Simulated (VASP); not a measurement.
Wanted: the native input for a VASP 6.6.1 run.

```
Task                   : single point
Functional             : PBE
Potentials or basis    : VASP PAW PBE potentials, release 64 (Cu, Au)
Cutoff                 : 520 eV
k mesh                 : 14 × 14 × 12
Occupations            : gaussian, width 0.1 eV
Spin                   : no spin polarisation
Dipole correction      : no
Further INCAR settings : ALGO = Fast; EDIFF = 1e-06; NBANDS = 18
```

The structure of CuAu lies in POSCAR:

```
CuAu
1.0
    2.8920326470      0.0000000000      0.0000000000
    0.0000000000      2.8920326470      0.0000000000
    0.0000000000      0.0000000000      3.5876026256
Cu Au
1 1
Direct
    0.5000000000      0.5000000000      0.5000000000
    0.0000000000      0.0000000000      0.0000000000
```

The input as run:

INCAR

```
SYSTEM = CuAu
PREC = Accurate
ENCUT = 520
EDIFF = 1E-6
ISMEAR = 0
SIGMA = 0.1
LREAL = .False.
LASPH = .True.
NELM = 100
ALGO = Fast
ISIF = 2
LWAVE = .False.
LCHARG = .False.
GGA = PE
NBANDS = 18
```

KPOINTS

```
regular mesh
0
Gamma
  14 14 12
  0 0 0
```

Potentials or basis: VASP PAW PBE potentials, release 64 (Cu, Au).

Launch:

```sh
$ cat potpaw_PBE.64/Cu/POTCAR potpaw_PBE.64/Au/POTCAR > POTCAR
$ mpirun -np 1 vasp_std > vasp.out
```

Results of the run:

| Quantity | Value |
| --- | --- |
| Pressure | 0.1 GPa |
| Band gap on the k mesh | none (metal or under the smearing width) |

Wall time 120 s on 1 thread of Intel(R) Xeon(R) Platinum 8259CL CPU @ 2.50GHz (Skylake/Cascade Lake), with other jobs on the host, peak memory 0.25 GiB.
